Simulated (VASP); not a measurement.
Given:

```yaml
crystal:
  lattice:
    - [0.00000, 3.01007, 3.01007]
    - [3.01007, 0.00000, 3.01007]
    - [3.01007, 3.01007, 0.00000]
  atoms:
    - { symbol: Hf, position: [0.00000, 0.00000, 0.00000] }
    - { symbol: Cu, position: [0.25000, 0.25000, 0.25000] }
    - { symbol: Cu, position: [0.75000, 0.75000, 0.75000] }
    - { symbol: Cu, position: [0.50000, 0.50000, 0.50000] }
```

These are PBEsol GGA with spin-orbit coupling, VASP's PBE PAW potentials (set 64) (plane waves; VASP 6.6.1) values and carry that method's errors. Run with 400 eV cut-off, 8×8×8 Γ-centred mesh, Gaussian smearing of 0.050 eV, potentials Hf_pv Cu.

Task: What does the run give for the energy per atom (σ→0), band gap (over mesh and band path) with the smallest direct gap where there is one?

Result: 
```
Item                                                                   Value
----------------------------------  ----------------------------------------
band gap (over mesh and band path)  none (metal, semimetal or under 0.01 eV)
energy per atom (σ→0)                                     -591.2 kJ/mol-atom
```

Total energies compare only between runs with the same potentials, cut-off and functional.

The structure comes from a computed database's HfCu3 entry (Fm-3m); how it stands against other phases isn't given here. It was relaxed first.
